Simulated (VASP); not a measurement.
A run of VASP 6.6.1:

INCAR

```
ALGO     = Normal         # electronic algorithm
EDIFF    = 1E-6           # SCF threshold, eV
ENCUT    = 520            # plane-wave cutoff, eV
GGA      = PE             # functional
ISIF     = 2              # what is computed and relaxed
ISMEAR   = -1             # smearing method
LASPH    = True           # aspherical terms in the spheres
LCHARG   = True           # write CHGCAR
LELF     = True           # ELF
LREAL    = False          # projectors in reciprocal space
LVHAR    = True         
LWAVE    = False          # write WAVECAR
NBANDS   = 31             # bands
NELM     = 100            # most SCF steps
PREC     = Accurate       # precision mode
SIGMA    = 0.05           # smearing width, eV
```

KPOINTS

```
k-points
0
Gamma
  7 7 2
```

The input POSCAR:

```
LiGeN
1.0
    3.0124100000      0.0000000000      0.0000000000
   -1.5062000000      2.6088200000      0.0000000000
    0.0000000000      0.0000000000      9.4194600000
Li Ge N
2 2 2
Direct
    0.6666666667      0.3333333333      0.7433900000
    0.3333333333      0.6666666667      0.2433900000
    0.0000000000      0.0000000000      0.4980200000
    0.0000000000      0.0000000000      0.9980200000
    0.3333333333      0.6666666667      0.6032200000
    0.6666666667      0.3333333333      0.1032200000
```

Potentials or basis: VASP PAW PBE potentials, release 64 (Li_sv, Ge_d, N).

Command:

```bash
$ cat potpaw_PBE.64/Li_sv/POTCAR potpaw_PBE.64/Ge_d/POTCAR potpaw_PBE.64/N/POTCAR > POTCAR
$ mpirun -np 1 vasp_std > vasp.out
```

Hardware: 1 thread of AMD EPYC 9R45 96-Core Processor (Zen 5) (shared host).

**Question.** Estimate the wall time of this run.

**Answer.** Run time: 25 s on 1 thread of AMD EPYC 9R45 96-Core Processor (Zen 5), on a shared host, peak memory 0.17 GiB. Counts: scf iterations 14, k points 16.
